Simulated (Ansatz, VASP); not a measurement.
# NiTe2 (1T-NiTe2 5 layers, AA) in two plane-wave programs

Wanted: the spread between two codes on one cell, functional and k mesh. The structure shown is the start of the Ansatz relaxation below; VASP solves that cell, so the two are compared at the walk's first step.

Method: plane waves, with VASP 6.6.1 beside it; single point at LDA, in Ansatz 0.2.0.

### Step 1. The structure

The cell holds 15 atoms: 10 Te and 5 Ni. Cell: a = 3.780 Å, b = 3.780 Å, c = 82.420 Å, α = 90.0°, β = 90.0°, γ = 120.0°. Vacuum lies along c.

Structure file:

```cif
data_structure
_symmetry_space_group_name_H-M 'P 1'
_symmetry_Int_Tables_number 1
_cell_length_a 3.7800
_cell_length_b 3.7800
_cell_length_c 82.4198
_cell_angle_alpha 90.000
_cell_angle_beta 90.000
_cell_angle_gamma 120.000
_cell_volume 1019.87
loop_
_atom_site_label
_atom_site_type_symbol
_atom_site_fract_x
_atom_site_fract_y
_atom_site_fract_z
_atom_site_occupancy
Te1 Te 0.66667 0.33333 0.34397 1
Te2 Te 0.33333 0.66667 0.37435 1
Te3 Te 0.66667 0.33333 0.41439 1
Te4 Te 0.33333 0.66667 0.44477 1
Te5 Te 0.66667 0.33333 0.48481 1
Te6 Te 0.33333 0.66667 0.51519 1
Te7 Te 0.66667 0.33333 0.55523 1
Te8 Te 0.33333 0.66667 0.58561 1
Te9 Te 0.66667 0.33333 0.62565 1
Te10 Te 0.33333 0.66667 0.65603 1
Ni11 Ni 0.00000 0.00000 0.35916 1
Ni12 Ni 0.00000 0.00000 0.42958 1
Ni13 Ni 0.00000 0.00000 0.50000 1
Ni14 Ni 0.00000 0.00000 0.57042 1
Ni15 Ni 0.00000 0.00000 0.64084 1
```

### Step 2. Ansatz: relaxation, LDA

Ansatz runs on its default PAW (the set named soft_2) files.

The two programs are compared at the cell with which this relaxation starts, whose forces are those of its first step.

Contents of input.yaml:

```yaml
crystal:
  lattice:
    - [3.78, 0.0, 0.0]
    - [-1.89, 3.2735760263, 0.0]
    - [0.0, 0.0, 82.4198083079]
  atoms:
    - { symbol: Te, position: [0.6666666667, 0.3333333333, 0.3439707102] }
    - { symbol: Ni, position: [0.0, 0.0, 0.3591610007] }
    - { symbol: Te, position: [0.3333333333, 0.6666666667, 0.3743512912] }
    - { symbol: Te, position: [0.6666666667, 0.3333333333, 0.4143902099] }
    - { symbol: Ni, position: [0.0, 0.0, 0.4295805004] }
    - { symbol: Te, position: [0.3333333333, 0.6666666667, 0.4447707909] }
    - { symbol: Te, position: [0.6666666667, 0.3333333333, 0.4848097095] }
    - { symbol: Ni, position: [0.0, 0.0, 0.5] }
    - { symbol: Te, position: [0.3333333333, 0.6666666667, 0.5151902905] }
    - { symbol: Te, position: [0.6666666667, 0.3333333333, 0.5552292091] }
    - { symbol: Ni, position: [0.0, 0.0, 0.5704194996] }
    - { symbol: Te, position: [0.3333333333, 0.6666666667, 0.5856097901] }
    - { symbol: Te, position: [0.6666666667, 0.3333333333, 0.6256487088] }
    - { symbol: Ni, position: [0.0, 0.0, 0.6408389993] }
    - { symbol: Te, position: [0.3333333333, 0.6666666667, 0.6560292898] }
  periodic: [true, true, false]
kpoints:
  mp_grid: { grid: [12, 12, 1] }
hamiltonian:
  xc: lda
scf:
  occupations: { method: fermi_dirac, width: 0.05 }
  convergence: { dr2_threshold: 1.0e-09 }
relax:
  f_tol: 0.004
  max_steps: 90
  cell: {}
output:
  write_potential: true
  write_density: true
  volumetric_format: npy
```

Launch:

```console
$ ansatz run input.yaml --threads 4 --pin off --max-ram 12288MiB --backend cpu --events-out ev --progress --plain --runs-dir out
```

Numbers of over 12 decimals in the logs are rounded to 6 here.

The log of the run:

```text
Warning: relax.cell: scf.convergence.dr2_threshold = 1e-9 eV is looser than the 1.17563638818e-10 eV advised for a relaxation that steers and ends on the stress (1e-10 eV for each atom of the cell: 15, times the square of relax.cell.stress_2d_tol = 0.05 N/m over 35.7 Å (the atoms' height at the walk's start and 5 Å past either face), 1.400e-2 GPa, over a crystal's default 0.05). What an SCF threshold leaves in a stress goes as its square root, and in the free energy as the threshold itself, and one threshold admits the most on a small cell: [figures from the program's tests cut] Set scf.convergence.dr2_threshold to 1.17563638818e-10 eV or tighter. [rest of the remark cut]
Engine: ansatz 0.2.0, aarch64-unknown-linux-gnu
Pseudopotentials: kind: paw
Pseudopotential: Te, paw, valence charge 16, recommended cutoff 420 eV (normal), Te.paw.azcp
Pseudopotential: Ni, paw, valence charge 18, recommended cutoff 420 eV (normal), Ni.paw.azcp
Functional definition: SPW92
  exchange = slater_x
  correlation = pw_c
Crystal: 15 atoms, lattice volume = 1019.872 Å³
Basis set: ecut = 420 eV, 20003 PW (Γ)
Bands: 150, of which v1, the nominal top of the filled ones, is band 125 counted from 1 (124 counted from 0)
Symmetry: 12 space group operations
Space group: P-3m1 (ITA 164), of the structure as read, at distance tolerance 1.0e-4 Å
k-points: 19 of 144
Non-local potential: Te, projectors of the file, l = 0: 2, l = 1: 2, l = 2: 2, l = 3: 2
Non-local potential: Ni, projectors of the file, l = 0: 3, l = 1: 2, l = 2: 3, l = 3: 1
PAW form: soft (Blöchl's): semilocal exchange-correlation on the pseudo side does not see the compensation charge
PAW frozen core: Te, regenerated for the run's functional, and the local potential with it (the file was generated under x = pbe(κ = 0.804, μ = 0.219515), c = pbe(β = 0.066725))
PAW frozen core: Ni, regenerated for the run's functional, and the local potential with it (the file was generated under x = pbe(κ = 0.804, μ = 0.219515), c = pbe(β = 0.066725))
PAW one-centre angular grid: Te, 590 points (default); XC on 64 Gauss nodes
PAW one-centre angular grid: Ni, 590 points (default); XC on 64 Gauss nodes
Initial density: superposition of atomic densities (neutral atoms: chi_scale 0, normalization atom), corrected by the library's trained network
Initial wavefunctions: pseudopotential atomic-orbital guess
Functional: x = slater, c = lda
SCF iter   1: F=—  HF=-97141.779622 eV  |F-HF|=—  |Δ(HF+E_count)|=         —  Δρ=6.14e-3  dr2=2.00e-1  ethr=1.77e-3  ⟨swp⟩=13.4  Hψ=16920  notcnv=0  defer=117
preconditioner: auto → LDOS  [metal: Δε(μ)=0.055 eV  Ē_g=8.226 eV  σ=0.050 eV  W_gap=0.26  n_scr=206 (ndim 8)  ℏωp=12.2 eV  f_vac=0.644  D(μ)=6.87/eV (n_scr^D=28)  β→1.0]
SCF iter   2: F=—  HF=-97141.782192 eV  |F-HF|=—  |Δ(HF+E_count)|=   2.57e-3  Δρ=8.68e-3  dr2=4.44e-1  ethr=8.00e-5  ⟨swp⟩=3.9  Hψ=7627  notcnv=0  defer=189
SCF iter   3: F=—  HF=-97141.724911 eV  |F-HF|=—  |Δ(HF+E_count)|=   5.73e-2  Δρ=3.16e-3  dr2=6.74e-2  ethr=8.00e-5  ⟨swp⟩=3.1  Hψ=6071  notcnv=0  defer=189
SCF iter   4: F=—  HF=-97141.718662 eV  |F-HF|=—  |Δ(HF+E_count)|=   6.25e-3  Δρ=1.03e-3  dr2=7.17e-3  ethr=2.70e-5  ⟨swp⟩=2.8  Hψ=4212  notcnv=0  defer=189
SCF iter   5: F=—  HF=-97141.717555 eV  |F-HF|=—  |Δ(HF+E_count)|=   1.11e-3  Δρ=3.82e-4  dr2=9.51e-4  ethr=2.87e-6  ⟨swp⟩=2.1  Hψ=3705  notcnv=0  defer=189
SCF iter   6: F=—  HF=-97141.717412 eV  |F-HF|=—  |Δ(HF+E_count)|=   1.44e-4  Δρ=6.89e-5  dr2=2.96e-5  ethr=3.80e-7  ⟨swp⟩=3.1  Hψ=4343  notcnv=0  defer=189
SCF iter   7: F=—  HF=-97141.717423 eV  |F-HF|=—  |Δ(HF+E_count)|=   1.12e-5  Δρ=1.66e-5  dr2=1.24e-6  ethr=1.19e-8  ⟨swp⟩=3.1  Hψ=5782  notcnv=0  defer=189
SCF iter   8: F=—  HF=-97141.717788 eV  |F-HF|=—  |Δ(HF+E_count)|=   3.65e-4  Δρ=2.76e-5  dr2=4.71e-6  ethr=4.96e-10  ⟨swp⟩=3.2  Hψ=6265  notcnv=0  defer=189
SCF iter   9: F=—  HF=-97141.717787 eV  |F-HF|=—  |Δ(HF+E_count)|=   2.95e-7  Δρ=3.25e-6  dr2=6.30e-8  ethr=4.96e-10  ⟨swp⟩=3.0  Hψ=5703  notcnv=0  defer=189
SCF iter  10: F=—  HF=-97141.717788 eV  |F-HF|=—  |Δ(HF+E_count)|=   1.24e-7  Δρ=1.64e-6  dr2=1.96e-8  ethr=2.52e-11  ⟨swp⟩=3.2  Hψ=5999  notcnv=0  defer=189
SCF iter  11: F=-97141.717788 eV  HF=-97141.717788 eV  |F-HF|=1.30e-8  |Δ(HF+E_count)|=   3.80e-8  Δρ=3.00e-7  dr2=8.69e-10  ethr=1.00e-12  ⟨swp⟩=10.2  Hψ=22823  notcnv=0
SCF 1 converged in 11 iterations: F = -97141.717788 eV  dr2 = 8.69e-10
[...]
atom   5  Ni     0.00000000    -0.00000000    -0.00095311
  atom   6  Te    -0.00000000     0.00000000     0.00087199
  atom   7  Te     0.00000000     0.00000000    -0.00017305
  atom   8  Ni    -0.00000000    -0.00000000     0.00000000
  atom   9  Te    -0.00000000    -0.00000000     0.00017305
  atom  10  Te     0.00000000    -0.00000000    -0.00087199
  atom  11  Ni    -0.00000000     0.00000000     0.00095311
  atom  12  Te    -0.00000000    -0.00000000    -0.00032600
  atom  13  Te     0.00000000    -0.00000000     0.00115044
  atom  14  Ni     0.00000000     0.00000000    -0.00296618
  atom  15  Te     0.00000000     0.00000000     0.00162202
  max |Σ_I F_I| component: 3.18e-18 eV/Å
--- 2D stress c σ (N/m, compression-positive) ---
       -0.003347      -0.000000      -0.000000
       -0.000000      -0.003347       0.000000
       -0.000000       0.000000      -0.000000
  P = ½ c Tr σ = -0.0033 N/m
--- Band table (eV; the first three rows and the last of 19) ---
  k-point 0: bands = [... 121 lower, -4.4031, -3.9944, -3.6691, -3.6691, -3.4620, -3.4620, -3.2450, -3.2450, ... 21 higher]
  k-point 1: bands = [... 121 lower, -4.3812, -4.2321, -3.9686, -3.7380, -3.7377, -3.6343, -3.4892, -3.4640, ... 21 higher]
  k-point 2: bands = [... 121 lower, -5.0159, -4.9527, -4.6681, -4.3733, -4.1680, -3.8971, -3.7819, -3.5848, ... 21 higher]
  k-point 18: bands = [... 121 lower, -6.4109, -6.4109, -6.2948, -6.2948, -5.1140, -5.1140, -4.6876, -4.6876, ... 21 higher]
  the weakly bound empty levels are not read free of the cell's end (no_gap_told)
--- Relaxed structure (13 steps of the walk, 12 accepted, 1 SCFs on fresh bases) ---
  F+E_penalty+E_count = -97142.47157308 eV   max|allowed force component| = 2.966e-3 eV/Å   (the final SCF, on the basis selected at the relaxed cell)
  cell:  # Å, volume = 1019.2478 Å³
    - [3.778842, 0.0, 0]
    - [-1.889421, 3.272574, 0]
    - [0, 0, 82.4198083079]
  atoms:
    - { symbol: Te, position: [0.666667, 0.333333, 0.359638] }
    - { symbol: Ni, position: [4.5537981029578855e-17, 0, 0.375452] }
    - { symbol: Te, position: [0.333333, 0.666667, 0.390879] }
    - { symbol: Te, position: [0.666667, 0.333333, 0.421903] }
    - { symbol: Ni, position: [2.246492793880711e-17, 0, 0.437617] }
    - { symbol: Te, position: [0.333333, 0.666667, 0.453386] }
    - { symbol: Te, position: [0.666667, 0.333333, 0.484256] }
    - { symbol: Ni, position: [0, 0, 0.5] }
    - { symbol: Te, position: [0.333333, 0.666667, 0.515744] }
    - { symbol: Te, position: [0.666667, 0.333333, 0.546614] }
    - { symbol: Ni, position: [-2.2464927938807092e-17, 0, 0.562383] }
    - { symbol: Te, position: [0.333333, 0.666667, 0.578097] }
    - { symbol: Te, position: [0.666667, 0.333333, 0.609121] }
    - { symbol: Ni, position: [-4.5537981029578855e-17, 0, 0.624548] }
    - { symbol: Te, position: [0.333333, 0.666667, 0.640362] }
```

The column dr2 measures how far the density is from self-consistency, as an energy; F and HF (Harris–Foulkes) agree once it is small.

(Continued in part 2 of 2.)

[Lines on the potential files, build, host, timing and source positions are cut from VASP's logs without a mark.]

[Logs are printed without paths, hosts, clocks, repeated set-up lines and the standing remarks that a program may print on its own settings, such as how far it seeks lower states.]

[Hosts, paths, dates, database ids (printed as entryN), source tags and the programs' standing remarks are cut or masked in the printed files.]
